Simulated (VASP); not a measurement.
Data:

```xyz
3
Lattice="1.8750 -3.2476 0.0000 1.8750 3.2476 0.0000 0.0000 0.0000 6.5126" Properties=species:S:1:pos:R:3 pbc="T T T"
Zr     1.8750    -3.2476     0.0000
Se     1.8750     1.0825     1.5756
Se     1.8750    -1.0825     4.9370
```

Computed with AM05 GGA, VASP's PBE PAW potentials (set 64) (plane waves; VASP 6.6.1). Settings: 520 eV cut-off, 8×8×4 Γ-centred mesh, tetrahedra with Blöchl corrections, potentials Zr_sv Se.

The cores are frozen, which limits the accuracy of field gradients. Without a dispersion term in the relaxation, distances and binding between the weakly bound layers, chains or molecules are unreliable, and so is what depends on them.

Problem. Give the principal components of the electric field gradient (V/Å²) and the asymmetry η at each nucleus.

Solution. 
```tsv
atom	Vxx	Vyy	Vzz	η
Zr1	14.8	14.8	-29.7	0.00
Se2	0.5	0.5	-0.9	0.00
Se3	0.5	0.5	-0.9	0.00
```

The compound is ZrSe2 in the 1T layered structure. It was relaxed first.
